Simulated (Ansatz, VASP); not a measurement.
# Y3Si2F in VASP and in Ansatz

File INCAR:

```
PREC = Accurate
ENCUT = 520
EDIFF = 1E-7
ISMEAR = 0
SIGMA = 0.1
LREAL = False
LASPH = True
NELM = 60
ALGO = Normal
ISIF = 2
LWAVE = False
LCHARG = True
GGA = PE
LELF = True
LVHAR = True
NBANDS = 33
```

File KPOINTS:

```
Automatic mesh
0
Gamma
  3 3 3
```

The input POSCAR:

```
Y3Si2F
1.0
    2.9749872300      1.7176096800      8.3665403800
   -2.9749872300      1.7176096800      8.3665403800
    0.0000000000     -3.4352193500      8.3665403800
Y Si F
3 2 1
Direct
    0.0000000000      0.0000000000      0.0000000000
    0.3360446100      0.3360446100      0.3360446100
    0.6639553900      0.6639553900      0.6639553900
    0.7413685700      0.7413685700      0.7413685700
    0.2586314300      0.2586314300      0.2586314300
    0.5000000000      0.5000000000      0.5000000000
```

Input for Ansatz:

```yaml
crystal:
  lattice:
    - [2.97498723, 1.71760968, 8.36654038]
    - [-2.97498723, 1.71760968, 8.36654038]
    - [0.0, -3.43521935, 8.36654038]
  atoms:
    - { symbol: "Y", position: [0.0, 0.0, 0.0] }
    - { symbol: "Y", position: [0.33604461, 0.33604461, 0.33604461] }
    - { symbol: "Y", position: [0.66395539, 0.66395539, 0.66395539] }
    - { symbol: Si, position: [0.74136857, 0.74136857, 0.74136857] }
    - { symbol: Si, position: [0.25863143, 0.25863143, 0.25863143] }
    - { symbol: F, position: [0.5, 0.5, 0.5] }
basis:
  ecutwfc: 420
kpoints:
  mp_grid: { grid: [3, 3, 3] }
hamiltonian:
  xc: pbe
scf:
  occupations: { method: gaussian, width: 0.1 }
  lower_state_search: "off"
output:
  forces: true
  stress: true
  eigenvalues: true
```

Alike in both runs: task single point; functional PBE; k mesh 3 × 3 × 3; occupations gaussian, width 0.1 eV; no spin polarisation.

|  | VASP | Ansatz |
| --- | --- | --- |
| version | VASP 6.6.1 | Ansatz 0.2.0 |
| potentials or method | VASP PAW PBE potentials, release 64 (Y_sv, Si, F) | scalar-relativistic, plane waves, PAW |
| plane-wave cutoff (eV) | 520 | 420 |
| valence electrons in the cell | 48 | 48 |

VASP gave:

* gap on the k mesh at the Fermi level (eV): none
* pressure (GPa): 7.2
* largest component of the traceless stress (GPa): 20.23
* rms of the force components (eV/Å): 6.490

Problem. What did Ansatz give for the same quantities?

Solution. gap on the k mesh at the Fermi level (eV): none; pressure (GPa): 7.2; largest component of the traceless stress (GPa): 20.18; rms of the force components (eV/Å): 6.483.

Atom by atom the forces differ by 0.007 eV/Å (rms over components). A gap of «none» marks a metal or a gap that the smearing closes. The functional is the same, so the differences come from potentials, cutoffs and numerics.

Caveats: the k mesh is coarse (spacing up to 0.41 Å⁻¹), so the values aren't converged; forces of over 1 eV/Å show positions far from the minimum, so gaps and moduli don't describe the material at rest.
